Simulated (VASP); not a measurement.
Computed with revPBE GGA, VASP's PBE PAW potentials (set 64) (plane waves; VASP).

Input for VASP

### KPOINTS
```
Automatic
0
gamma
 9 9 9
```

**POSCAR**
```
CoSi2
1.0
  0.0000000000   2.6884925580   2.6884925580
  2.6884925580   0.0000000000   2.6884925580
  2.6884925580   2.6884925580   0.0000000000
Co Si
1 2
Cart
  0.0000000000   0.0000000000   0.0000000000
  1.3442462790   1.3442462790   1.3442462790
  4.0327388370   4.0327388370   4.0327388370
```

**INCAR**
```
SYSTEM=CoSi2
PREC=Accurate; ENCUT=520; LREAL=.FALSE.
LASPH=.TRUE.
EDIFF=1E-6; NELM=100; ALGO=Normal
LMAXMIX=4
ISMEAR=1; SIGMA=0.1
GGA=RE
IBRION=2; NSW=60; ISIF=3
EDIFFG=-0.02
LWAVE=.FALSE.; LCHARG=.FALSE.
```

POTCAR, in this order: Co Si (PBE.64 set). Program: vasp_std.

Output of the run:

### OSZICAR
```
       N       E                     dE             d eps       ncg     rms          rms(c)
DAV:   1     0.709232731760E+02    0.70923E+02   -0.70252E+03   848   0.134E+03
DAV:   2    -0.156857318137E+02   -0.86609E+02   -0.80792E+02   848   0.258E+02
DAV:   3    -0.196570092794E+02   -0.39713E+01   -0.38421E+01  1116   0.630E+01
DAV:   4    -0.197411526539E+02   -0.84143E-01   -0.83947E-01  1040   0.880E+00
DAV:   5    -0.197436093072E+02   -0.24567E-02   -0.24558E-02  1104   0.155E+00    0.145E+01
DAV:   6    -0.235105045484E+02   -0.37669E+01   -0.41566E+01  1112   0.137E+02    0.183E+01
DAV:   7    -0.183642923869E+02    0.51462E+01   -0.17338E+01  1124   0.108E+02    0.374E+00
DAV:   8    -0.183994213026E+02   -0.35129E-01   -0.11181E+00  1032   0.926E+00    0.200E+00
DAV:   9    -0.183639353339E+02    0.35486E-01   -0.11999E-01  1068   0.733E+00    0.464E-01
DAV:  10    -0.183643903719E+02   -0.45504E-03   -0.64304E-03  1036   0.953E-01    0.715E-02
DAV:  11    -0.183643852752E+02    0.50966E-05   -0.38300E-04  1240   0.351E-01    0.373E-02
DAV:  12    -0.183644274261E+02   -0.42151E-04   -0.96588E-05   900   0.849E-02    0.286E-02
DAV:  13    -0.183644278576E+02   -0.43146E-06   -0.27246E-06  1056   0.140E-02
   1 F= -.18364428E+02 E0= -.18364260E+02  d E =-.183644E+02
```

OUTCAR:
```
------------------------ aborting loop because EDIFF is reached ----------------------------------------
  FORCE on cell =-STRESS in cart. coord.  units (eV):
  Direction    XX          YY          ZZ          XY          YZ          ZX
  --------------------------------------------------------------------------------------
  Total        0.0388259      0.0388259      0.0388259      0.0000000     -0.0000000      0.0000000
  in kB        1.6005732      1.6005732      1.6005732      0.0000000     -0.0000000      0.0000000
  external PRESSURE =       1.6005732 kB  Pullay stress =       0.0000000 kB
  volume of cell :       38.86
      direct lattice vectors                 reciprocal lattice vectors
     0.000000000  2.688492558  2.688492558    -0.185977826  0.185977826  0.185977826
     2.688492558  0.000000000  2.688492558     0.185977826 -0.185977826  0.185977826
     2.688492558  2.688492558  0.000000000     0.185977826  0.185977826 -0.185977826
 POSITION                                       TOTAL-FORCE (eV/Angst)
 -----------------------------------------------------------------------------------
      0.00000      0.00000      0.00000        -0.000000      0.000000     -0.000000
      1.34425      1.34425      1.34425         0.000000      0.000000      0.000000
      4.03274      4.03274      4.03274        -0.000000     -0.000000     -0.000000
 -----------------------------------------------------------------------------------
    total drift:                               -0.000000     -0.000000      0.000000
  FREE ENERGIE OF THE ION-ELECTRON SYSTEM (eV)
  ---------------------------------------------------
  free  energy   TOTEN  =       -18.3644278576 eV

  energy  without entropy=      -18.3639251591  energy(sigma->0) =      -18.36426029

 reached required accuracy - stopping structural energy minimisation
```
(Selected blocks of OUTCAR.)

### OUTCAR
```
 val. band max:        9.9536067714   @ k =  -0.2222   0.1111   0.0000

 cond. band min:       9.9982907715   @ k =   0.3333   0.1111   0.0000


 Fermi energy:         9.9578392514

 k-point     1 :       0.0000    0.0000    0.0000
  band No.  band energies     occupation
      1      -3.0277      2.00000
      2       5.9832      2.00000
      3       5.9832      2.00000
      4       5.9832      2.00000
      5       8.1360      2.00000
      6       8.1360      2.00000
      7      10.7192     -0.00000
      8      13.3700      0.00000
      9      13.3700      0.00000
     10      13.3700      0.00000
     11      13.4297      0.00000
     12      13.4297      0.00000

 k-point     2 :       0.1111    0.0000    0.0000
  band No.  band energies     occupation
      1      -2.8420      2.00000
      2       5.5243      2.00000
      3       6.0484      2.00000
      4       6.0484      2.00000
      5       8.0832      2.00000
      6       8.0832      2.00000
      7      10.7440     -0.00000
      8      11.7249     -0.00000
      9      12.4145      0.00000
     10      12.4145      0.00000
     11      14.3456      0.00000
     12      14.3456      0.00000

 k-point     3 :       0.2222    0.0000    0.0000
  band No.  band energies     occupation
      1      -2.2912      2.00000
      2       4.3818      2.00000
      3       6.2138      2.00000
      4       6.2138      2.00000
      5       8.0004      2.00000
      6       8.0004      2.00000
      7       9.4764      2.00000
      8      11.4358     -0.00000
      9      11.4358     -0.00000
     10      12.0765      0.00000
     11      14.0027      0.00000
     12      14.0027      0.00000

 k-point     4 :       0.3333    0.0000    0.0000
  band No.  band energies     occupation
      1      -1.3965      2.00000
      2       2.8896      2.00000
      3       6.3850      2.00000
      4       6.3850      2.00000
      5       8.0617      2.00000
      6       8.0617      2.00000
...
```

The compound is CoSi2 in the fluorite structure. It was relaxed first. The start is the result of an earlier pass. The run is not spin-polarised, so no magnetic state was tried. The electron count is odd and the run is not spin-polarised, which forces a metal.
